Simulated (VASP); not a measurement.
Method: PBE GGA with D4 dispersion, VASP's PBE PAW potentials (set 64) (plane waves; VASP).

A VASP calculation is set up with these files.

File POSCAR:
```
FeAl
1.0
  2.9100000000   0.0000000000   0.0000000000
  0.0000000000   2.9100000000   0.0000000000
  0.0000000000   0.0000000000   2.9100000000
Al Fe
1 1
Cartesian
  1.4550000000   1.4550000000   1.4550000000
  0.0000000000   0.0000000000   0.0000000000
```

KPOINTS:
```
Automatic
0
G
11 11 11
```

### INCAR
```
ALGO=Normal
EDIFF=1E-6
EDIFFG=-0.01
ENCUT=520
GGA=PE
IBRION=2
ISIF=3
ISMEAR=1
IVDW=13
LASPH=.True.
LCHARG=.False.
LMAXMIX=4
LREAL=.False.
LWAVE=.False.
NELM=100
NSW=60
PREC=Accurate
SIGMA=0.1
SYSTEM=FeAl
```

POTCAR, in this order: Al Fe (PBE.64 set). Program: vasp_std.

The run wrote:

OSZICAR:
```
       N       E                     dE             d eps       ncg     rms          rms(c)
DAV:   1     0.316444936065E+02    0.31644E+02   -0.49420E+03  1008   0.121E+03
DAV:   2    -0.133092164260E+02   -0.44954E+02   -0.43151E+02  1017   0.177E+02
DAV:   3    -0.145300351040E+02   -0.12208E+01   -0.11932E+01  1162   0.396E+01
DAV:   4    -0.145566117723E+02   -0.26577E-01   -0.26554E-01  1263   0.529E+00
DAV:   5    -0.145572917988E+02   -0.68003E-03   -0.67999E-03  1253   0.776E-01    0.135E+01
DAV:   6    -0.169486886340E+02   -0.23914E+01   -0.79324E+01  1148   0.137E+02    0.195E+01
DAV:   7    -0.126288336523E+02    0.43199E+01   -0.40414E+01  1129   0.856E+01    0.254E+00
DAV:   8    -0.126011137973E+02    0.27720E-01   -0.22422E-01  1121   0.568E+00    0.151E+00
DAV:   9    -0.125861878346E+02    0.14926E-01   -0.46490E-02  1193   0.329E+00    0.385E-01
DAV:  10    -0.125857159491E+02    0.47189E-03   -0.90709E-04  1238   0.378E-01    0.149E-01
DAV:  11    -0.125857035316E+02    0.12417E-04   -0.20548E-05  1183   0.504E-02    0.173E-02
DAV:  12    -0.125857025441E+02    0.98756E-06   -0.35752E-06  1058   0.219E-02
   1 F= -.13360706E+02 E0= -.13360745E+02  d E =-.133607E+02
       N       E                     dE             d eps       ncg     rms          rms(c)
DAV:   1    -0.148146561600E+02   -0.22290E+01   -0.42495E+01  1057   0.125E+02    0.148E+01
DAV:   2    -0.160262845426E+02   -0.12116E+01   -0.71210E+01  1137   0.139E+02    0.161E+01
DAV:   3    -0.125594049879E+02    0.34669E+01   -0.33564E+01  1122   0.848E+01    0.305E+00
DAV:   4    -0.125126360083E+02    0.46769E-01   -0.25752E-01  1204   0.630E+00    0.190E+00
DAV:   5    -0.124907223674E+02    0.21914E-01   -0.66238E-02  1382   0.347E+00    0.484E-01
DAV:   6    -0.124903452957E+02    0.37707E-03   -0.14482E-03  1132   0.536E-01    0.137E-01
DAV:   7    -0.124903622389E+02   -0.16943E-04   -0.38947E-05  1322   0.663E-02    0.200E-02
DAV:   8    -0.124903604989E+02    0.17401E-05   -0.86539E-06  1111   0.454E-02    0.686E-03
DAV:   9    -0.124903606095E+02   -0.11062E-06   -0.37372E-07   524   0.869E-03
   2 F= -.13371021E+02 E0= -.13371087E+02  d E =-.103144E-01
       N       E                     dE             d eps       ncg     rms          rms(c)
DAV:   1    -0.131352021855E+02   -0.64484E+00   -0.10050E+01  1049   0.631E+01    0.671E+00
DAV:   2    -0.136621833399E+02   -0.52698E+00   -0.21089E+01  1253   0.717E+01    0.846E+00
DAV:   3    -0.126071173016E+02    0.10551E+01   -0.70318E+00  1209   0.435E+01    0.101E+00
DAV:   4    -0.126026698317E+02    0.44475E-02   -0.23318E-02  1039   0.160E+00    0.671E-01
DAV:   5    -0.125987088645E+02    0.39610E-02   -0.71445E-03  1354   0.865E-01    0.800E-02
DAV:   6    -0.125987375817E+02   -0.28717E-04   -0.82641E-05  1076   0.101E-01    0.279E-02
DAV:   7    -0.125987390032E+02   -0.14216E-05   -0.22291E-05  1286   0.795E-02    0.336E-03
DAV:   8    -0.125987389184E+02    0.84872E-07   -0.33577E-07   515   0.104E-02
   3 F= -.13428250E+02 E0= -.13428329E+02  d E =-.675440E-01
```

OUTCAR:
```
------------------------ aborting loop because EDIFF is reached ----------------------------------------
  Edisp (eV):   -0.82951
  FORCE on cell =-STRESS in cart. coord.  units (eV):
  Direction    XX          YY          ZZ          XY          YZ          ZX
  --------------------------------------------------------------------------------------
  Total      -0.01422    -0.01422    -0.01422    -0.00000    -0.00000     0.00000
  in kB      -0.99282    -0.99282    -0.99282    -0.00000    -0.00000     0.00000
  external pressure =       -0.99 kB  Pullay stress =        0.00 kB
  volume of cell :       22.95
      direct lattice vectors                 reciprocal lattice vectors
     2.841723767 -0.000000000  0.000000000     0.351899087  0.000000000  0.000000000
    -0.000000000  2.841723767 -0.000000000     0.000000000  0.351899087  0.000000000
    -0.000000000 -0.000000000  2.841723767    -0.000000000  0.000000000  0.351899087
 POSITION                                       TOTAL-FORCE (eV/Angst)
 -----------------------------------------------------------------------------------
      1.42086      1.42086      1.42086        -0.000000      0.000000      0.000000
      0.00000      0.00000      0.00000         0.000000     -0.000000      0.000000
 -----------------------------------------------------------------------------------
    total drift:                               -0.000000      0.000000      0.000000
  FREE ENERGIE OF THE ION-ELECTRON SYSTEM (eV)
  ---------------------------------------------------
  free  energy   TOTEN  =       -13.4282502986 eV

  energy  without entropy=      -13.4284877352  energy(sigma->0) =      -13.42832944

 reached required accuracy - stopping structural energy minimisation
```
(Selected blocks of OUTCAR.)

### CONTCAR
```
FeAl
   1.00000000000000
     2.8417237673487992   -0.0000000000000000    0.0000000000000000
    -0.0000000000000000    2.8417237673487992   -0.0000000000000000
    -0.0000000000000000   -0.0000000000000000    2.8417237673487992
  Al              Fe
     1     1
Direct
     0.5000000000000000    0.5000000000000000    0.5000000000000000
     0.0000000000000000    0.0000000000000000    0.0000000000000000
```

OUTCAR:
```
 val. band max:        8.2297221487   @ k =   0.3636   0.3636   0.3636

 cond. band min:       8.2465518854   @ k =   0.0909   0.0909   0.0909


 Fermi energy:         8.2390694926

 k-point     1 :       0.0000    0.0000    0.0000
  band No.  band energies     occupation
      1      -2.2242      2.00000
      2       5.9402      2.00000
      3       5.9402      2.00000
      4       8.4205     -0.02779
      5       8.4205     -0.02778
      6       8.4205     -0.02778
      7      14.9604      0.00000
      8      14.9604      0.00000
      9      14.9604      0.00000

 k-point     2 :       0.0909    0.0000    0.0000
  band No.  band energies     occupation
      1      -2.0652      2.00000
      2       5.9204      2.00000
      3       5.9901      2.00000
      4       8.3190      0.02036
      5       8.3190      0.02033
      6       8.4310     -0.02055
      7      13.7278      0.00000
      8      15.1937      0.00000
      9      15.1937      0.00000

 k-point     3 :       0.1818    0.0000    0.0000
  band No.  band energies     occupation
      1      -1.5937      2.00000
      2       5.7785      2.00000
      3       6.1278      2.00000
      4       8.0676      2.03584
      5       8.0676      2.03584
      6       8.4594     -0.00784
      7      11.9041      0.00000
      8      15.8432      0.00000
      9      15.8432      0.00000

 k-point     4 :       0.2727    0.0000    0.0000
  band No.  band energies     occupation
      1      -0.8254      2.00000
      2       5.2756      2.00000
      3       6.3174      2.00000
      4       7.7743      2.00000
      5       7.7743      2.00000
      6       8.4969     -0.00162
      7      10.5219      0.00000
      8      16.8082      0.00000
      9      16.8082      0.00000

 k-point     5 :       0.3636    0.0000    0.0000
  band No.  band energies     occupation
      1       0.2111      2.00000
      2       4.2395      2.00000
      3       6.5022      2.00000
...
```

Energy and stress use the plane-wave basis of the starting cell.

The compound is FeAl in the CsCl type structure. This run relaxes it. Symmetry was kept, so distortions that lower it aren't found. The run is not spin-polarised, so no magnetic state was tried. The electron count is odd and the run is not spin-polarised, which forces a metal.
